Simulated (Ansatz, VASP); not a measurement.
**One calculation of ScF3, two programs**

```
Sc F
1.0
     3.97311    0.00000    0.00000
     0.00000    3.97311    0.00000
     0.00000    0.00000    3.97311
Sc F
1 3
Direct
  0.00000 0.00000 0.00000
  0.50000 0.00000 0.00000
  0.00000 0.50000 0.00000
  0.00000 0.00000 0.50000
```

Alike in both runs: functional LDA; k mesh 6 × 6 × 6; occupations gaussian, width 0.02 eV; no spin polarisation.

Ansatz relaxed the structure, and its values are those at the end. VASP's run is a single point on that final structure, the one shown.

|  | VASP | Ansatz |
| --- | --- | --- |
| version | VASP 6.6.1 | Ansatz 0.2.0 |
| potentials or method | VASP PAW LDA potentials, release 64 (Sc_sv, F) | scalar-relativistic, plane waves, PAW |
| plane-wave cutoff (eV) | 520 | 420 |
| valence electrons in the cell | 32 | 32 |

```tsv
	VASP	Ansatz	Ansatz less VASP
gap on the k mesh at the Fermi level (eV)	6.33	6.36	+0.029
least direct gap on the mesh (eV)	6.87	6.90	+0.038
pressure (GPa)	0.7	0.0	-0.75
```

A k mesh can miss the band edges.
